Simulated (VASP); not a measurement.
Here is the system:

```
Re
1.0
    1.40760    -2.43804     0.00000
    1.40760     2.43804     0.00000
    0.00000     0.00000     4.54920
Re
2
Direct
  0.33333   0.66667   0.25000
  0.66667   0.33333   0.75000
```

All values below come from PBE GGA, VASP's PBE PAW potentials (set 64) (plane waves; VASP). Numerical set-up: 800 eV cut-off, 13×13×7 Γ-centred mesh, first-order Methfessel-Paxton smearing of 0.10 eV, potentials Re.

Problem. Give the stress tensor in GPa (positive for a compressed cell).

Solution. 
```
-14.66    0.00    0.00
  0.00  -14.66    0.00
  0.00    0.00  -15.73
```
The pressure is its mean diagonal, -15.01 GPa.

The compound is Re in the hcp structure. The cell was not relaxed at this level. The run is one of a series of settings (ENCUT = 800 against the base run), some of them coarse on purpose.
